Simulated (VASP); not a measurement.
The system is SrZr2O3.

```
Sr Zr O
1.0
     3.65311    0.00000    0.00000
     0.00000    3.65311    0.00000
     0.00000    0.00000    8.00908
Sr Zr O
1 2 3
Direct
  0.50000 0.50000 0.00000
  0.00000 0.00000 0.33335
  0.00000 0.00000 0.66665
  0.00000 0.50000 0.50000
  0.50000 0.00000 0.50000
  0.50000 0.50000 0.50000
```

The cell was built by a generator and needn't be a form met in nature.

| Quantity | Value |
| --- | --- |
| Program | VASP 6.6.1 |
| Task | relaxation of cell and atoms |
| Functional | PBE |
| Potentials or basis | VASP PAW PBE potentials, release 64 (Sr_sv, Zr_sv, O) |
| Cutoff | 520 eV |
| k mesh | 4 × 4 × 2 |
| Occupations | gaussian, width 0.15 eV |
| Spin | no spin polarisation |

At the start: pressure 10.4 GPa; volume 17.81 Å³/atom.

**Question.** Where does the relaxation end?

**Answer.** Over 9 steps the energy falls by 97.7 meV/atom and the volume is 20.99 Å³/atom (+17.8 %); space group P4/mmm (No. 123, to 0.05 Å).

Step by step:
| step | energy change (eV) | largest force (eV/Å) | pressure (GPa) | volume (Å³) |
| --- | --- | --- | --- | --- |
| 1 | 0.0000 | 0.3712 | 10.37 | 106.88 |
| 2 | -0.3003 | 2.2732 | -4.54 | 125.72 |
| 3 | -0.3821 | 1.7429 | -0.57 | 119.24 |
| 4 | -0.5450 | 0.1413 | 0.42 | 122.78 |
| 5 | -0.5454 | 0.0506 | 0.38 | 122.91 |
| 6 | -0.5721 | 0.0976 | 0.51 | 124.24 |
| 7 | -0.5639 | 0.0984 | -0.89 | 128.16 |
| 8 | -0.5855 | 0.0683 | -0.59 | 126.31 |
| 9 | -0.5860 | 0.0611 | -0.50 | 125.92 |

Final structure:
```
CELL_PARAMETERS angstrom
3.84114 0.00000 0.00000
0.00000 3.84114 0.00000
0.00000 0.00000 8.53419
ATOMIC_POSITIONS crystal
Sr 0.50000 0.50000 0.00000
Zr 0.00000 0.00000 0.34925
Zr 0.00000 0.00000 0.65075
O 0.00000 0.50000 0.50000
O 0.50000 0.00000 0.50000
O 0.50000 0.50000 0.50000
```

Caveat: the k mesh is coarse (spacing up to 0.43 Å⁻¹), so the values aren't converged; the volume moved by over 15 % at a fixed basis, so the end points are rough.
